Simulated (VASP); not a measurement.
A VASP calculation is set up with these files.

**KPOINTS**
```
Automatic mesh
0
Gamma
2 2 2
0 0 0
```

**INCAR**
```
SYSTEM = AuAl2
PREC = Accurate
ENCUT = 400
EDIFF = 1E-6
NELM = 100
ALGO = Normal
LREAL = .FALSE.
LASPH = .TRUE.
ISMEAR = 0
SIGMA = 0.001
GGA = PE
LMAXMIX = 6
LWAVE = .FALSE.
LCHARG = .FALSE.
ISIF = 2
```

### POSCAR
```
AuAl2
1
    0.0000000000     3.0000000000     3.0000000000
    3.0000000000     0.0000000000     3.0000000000
    3.0000000000     3.0000000000     0.0000000000
Al Au
2 1
Direct
  0.2500000000   0.2500000000   0.2500000000
  0.7500000000   0.7500000000   0.7500000000
  0.0000000000   0.0000000000   0.0000000000
```

POTCAR, in this order: Al Au (PBE.64 set). Program: vasp_std.

What happens when VASP runs on this input?

There is a fault: a metal was run with a tiny SIGMA on a coarse mesh. The run ends without an error. Against the sound run, the energy per atom (σ→0) increases by 0.428 eV/atom; the pressure drops by 5.35 GPa.

**standard output**
```
 POSCAR found type information on POSCAR AlAu
 POSCAR found :  2 types and       3 ions
 Reading from existing POTCAR
 Reading from existing POTCAR
 LDA part: xc-table for (Slater+PW92), standard interpolation
 POSCAR, INCAR and KPOINTS ok, starting setup
 WAVECAR not read
 entering main loop
       N       E                     dE             d eps       ncg     rms          rms(c)
DAV:   1     0.576531605194E+02    0.57653E+02   -0.60730E+03    72   0.940E+02
DAV:   2    -0.107871572756E+02   -0.68440E+02   -0.59976E+02    88   0.186E+02
DAV:   3    -0.125258484873E+02   -0.17387E+01   -0.17330E+01   100   0.311E+01
DAV:   4    -0.125369714024E+02   -0.11123E-01   -0.11069E-01    88   0.293E+00
DAV:   5    -0.125371716581E+02   -0.20026E-03   -0.20005E-03    88   0.368E-01    0.969E+00
DAV:   6    -0.108823337840E+02    0.16548E+01   -0.10182E+01    72   0.273E+01    0.257E+00
DAV:   7    -0.107489830988E+02    0.13335E+00   -0.38841E-01    72   0.561E+00    0.143E+00
DAV:   8    -0.107168239171E+02    0.32159E-01   -0.30702E-02    76   0.149E+00    0.320E-01
DAV:   9    -0.107170566378E+02   -0.23272E-03   -0.32674E-03    88   0.577E-01    0.209E-01
DAV:  10    -0.107176326880E+02   -0.57605E-03   -0.65780E-04    72   0.175E-01    0.239E-02
DAV:  11    -0.107176503445E+02   -0.17657E-04   -0.19931E-05    72   0.372E-02    0.125E-02
DAV:  12    -0.107176608905E+02   -0.10546E-04   -0.18703E-05    72   0.265E-02    0.165E-03
DAV:  13    -0.107176610388E+02   -0.14836E-06   -0.11702E-07    48   0.232E-03
   1 F= -.10717661E+02 E0= -.10717515E+02  d E =-.291121E-03
```

File OUTCAR:
```
------------------------ aborting loop because EDIFF is reached ----------------------------------------
  FORCE on cell =-STRESS in cart. coord.  units (eV):
  Direction    XX          YY          ZZ          XY          YZ          ZX
  --------------------------------------------------------------------------------------
  Total       -0.7410363     -0.7410363     -0.7410363     -0.0000000     -0.0000000      0.0000000
  in kB      -21.9865107    -21.9865107    -21.9865107     -0.0000000     -0.0000000      0.0000000
  external PRESSURE =     -21.9865107 kB  Pullay stress =       0.0000000 kB
  volume of cell :       54.00
      direct lattice vectors                 reciprocal lattice vectors
     0.000000000  3.000000000  3.000000000    -0.166666667  0.166666667  0.166666667
     3.000000000  0.000000000  3.000000000     0.166666667 -0.166666667  0.166666667
     3.000000000  3.000000000  0.000000000     0.166666667  0.166666667 -0.166666667
 POSITION                                       TOTAL-FORCE (eV/Angst)
 -----------------------------------------------------------------------------------
      1.50000      1.50000      1.50000         0.000000     -0.000000      0.000000
      4.50000      4.50000      4.50000        -0.000000      0.000000     -0.000000
      0.00000      0.00000      0.00000         0.000000     -0.000000      0.000000
 -----------------------------------------------------------------------------------
    total drift:                               -0.000000     -0.000000      0.000000
  FREE ENERGIE OF THE ION-ELECTRON SYSTEM (eV)
  ---------------------------------------------------
  free  energy   TOTEN  =       -10.7176610388 eV

  energy  without entropy=      -10.7173699180  energy(sigma->0) =      -10.71751548
```
(Selected blocks of OUTCAR.)

To mend it, set ISMEAR = 1, set SIGMA = 0.1, correct KPOINTS.
KPOINTS:
```
Automatic mesh
0
Gamma
7 7 7
0 0 0
```
The mended run (PBE GGA, plane waves, VASP's PBE PAW potentials (set 64)) converges, and its OSZICAR ends with
```
   1 F= -.12002460E+02 E0= -.12002392E+02  d E =-.201983E-03
```

The compound is AuAl2 in the fluorite structure. The cell was not relaxed at this level. The electron count is odd and the run is not spin-polarised, which forces a metal.
